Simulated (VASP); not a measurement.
Level of theory: r2SCAN meta-GGA, VASP's PBE PAW potentials (set 64) (plane waves; VASP 6.6.1).

VASP ran on this input.

INCAR:
```
SYSTEM = Ir(210) slab
PREC = Normal
ENCUT = 400
EDIFF = 1E-5
NELM = 100
ALGO = Normal
LREAL = .FALSE.
LASPH = .TRUE.
ISMEAR = 1
SIGMA = 0.1
METAGGA = R2SCAN
LMIXTAU = .TRUE.
LMAXMIX = 6
LWAVE = .TRUE.
LCHARG = .FALSE.
NELMIN = 4
LDIPOL = .TRUE.
IDIPOL = 3
DIPOL = 0.5 0.5 0.5
IBRION = 2
ISIF = 2
NSW = 120
EDIFFG = -0.03
```

### KPOINTS
```
K-points
0
Gamma
 8 8 1
0 0 0
```

File POSCAR:
```
Ir(210) slab
1.0
  4.7176502659   0.0000000000   0.0000000000
  3.1451005116   3.5163287559   0.0000000000
  0.0000000000   0.0000000000  25.3825166627
Ir
12
Cartesian
  2.7493291862   1.2295372892   8.0575140957
  5.1238959988   2.2914757637   8.8178499206
  7.4736888593   3.3423349909   9.6186736998
  1.9550678229   0.8743328384  10.5121287501
  4.3065280733   1.9259377450  11.3944776244
  6.6800907363   2.9874271502  12.2645751321
  1.1826600412   0.5289016057  13.1179415306
  3.5562227042   1.5903910109  13.9880390383
  5.9076829546   2.6419959175  14.8703879126
  0.3890619182   0.1739937650  15.7638429629
  2.7388547787   1.2248529922  16.5646667421
  5.1134215913   2.2867914667  17.3250025670
```

POTCAR, in this order: Ir (PBE.64 set). Program: vasp_std.

Unless said otherwise, spin-orbit coupling is left out, though it shifts the bands of the heavy elements here.

Q: Estimate the energy per atom (σ→0), band gap (on the k-mesh).

A: 
- energy per atom (σ→0): -51.799 eV/atom
- band gap (on the k-mesh): none (metal, semimetal or under 0.01 eV)

**OSZICAR**
```
...
DAV:   7    -0.621592766200E+03   -0.79047E-05   -0.35730E-05  2232   0.388E-02
  14 F= -.62159277E+03 E0= -.62159156E+03  d E =-.123853E-03
       N       E                     dE             d eps       ncg     rms          rms(c)
DAV:   1    -0.621592634243E+03    0.12405E-03   -0.91919E-02  2688   0.101E+00    0.426E-02
DAV:   2    -0.621592829134E+03   -0.19489E-03   -0.18828E-03  4016   0.235E-01    0.664E-02
DAV:   3    -0.621592922622E+03   -0.93488E-04   -0.20098E-04  3840   0.122E-01    0.430E-02
DAV:   4    -0.621592925552E+03   -0.29300E-05   -0.45856E-05  2464   0.522E-02
  15 F= -.62159293E+03 E0= -.62159168E+03  d E =-.283205E-03
```

The cell is a thin slab with vacuum, built from Ir (fcc): (210) face.
